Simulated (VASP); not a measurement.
Here is the system:

```
CELL_PARAMETERS angstrom
      0.00000     2.96274     2.96274
      2.96274     0.00000     2.96274
      2.96274     2.96274     0.00000
ATOMIC_POSITIONS crystal
  Ta 0.75000 0.75000 0.75000
  Ta 0.50000 0.50000 0.50000
```

These are PBE GGA, VASP's PBE PAW potentials (set 64) (plane waves; VASP) values and carry that method's errors. Run with 300 eV cut-off, 13×13×13 Γ-centred mesh, Gaussian smearing of 0.20 eV, potentials Ta_pv.

At this cut-off the stress carries a Pulay error, which pulls relaxed volumes low.

Problem. Give the stress tensor in GPa (positive for a compressed cell).

Solution. 
```
6.96  0.00  0.00
0.00  6.96  0.00
0.00  0.00  6.96
```
The pressure is its mean diagonal, 6.96 GPa.

The structure was generated: Ta was put into an ordered model structure, which need not be its known phase. The cell was not relaxed at this level.
